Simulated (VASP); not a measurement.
Data:

```
BaZrO3
1.0
    4.19076     0.00000     0.00000
    0.00000     4.19076     0.00000
    0.00000     0.00000     4.19076
Ba Zr O
1 1 3
Cartesian
  0.00000   0.00000   0.00000
  2.09538   2.09538   2.09538
  2.09538   0.00000   2.09538
  0.00000   2.09538   2.09538
  2.09538   2.09538   0.00000
```

Computed with PBE GGA, VASP's PBE PAW potentials (set 64) (plane waves; VASP). Numerical set-up: 620 eV cut-off, 5×5×5 Γ-centred mesh, Gaussian smearing of 0.050 eV, potentials Ba_sv Zr_sv O.

Energy and stress use the plane-wave basis of the starting cell.

### Question
The ions, cell shape and volume at an external pressure of 10.0 GPa are relaxed. What does this cell relax into?

### Answer

```
BaZrO3
1.0
    4.15274     0.00000     0.00000
    0.00000     4.15274     0.00000
    0.00000     0.00000     4.15274
Ba Zr O
1 1 3
Cartesian
  0.00000   0.00000   0.00000
  2.07637   2.07637   2.07637
  2.07637   0.00000   2.07637
  0.00000   2.07637   2.07637
  2.07637   2.07637   0.00000
```
Space group Pm-3m (221), at a tolerance of 0.03 Å.

### Question
How do energy and volume change from the first to the last step?

### Answer
The energy (σ→0) changes by +18.4 meV/atom and the volume by -2.7 %, in 3 ionic steps.

```tsv
step	E(σ→0) (eV)	max force (eV/Å)	pressure (GPa)	volume (Å³)
1	-41.6938	0.000	4.97	73.60
2	-41.3548	0.000	18.40	68.79
3	-41.6020	0.000	9.94	71.61
```

The compound is BaZrO3 in the cubic perovskite structure. This run relaxes it under an external pressure of 10 GPa. Symmetry was kept, so distortions that lower it aren't found.
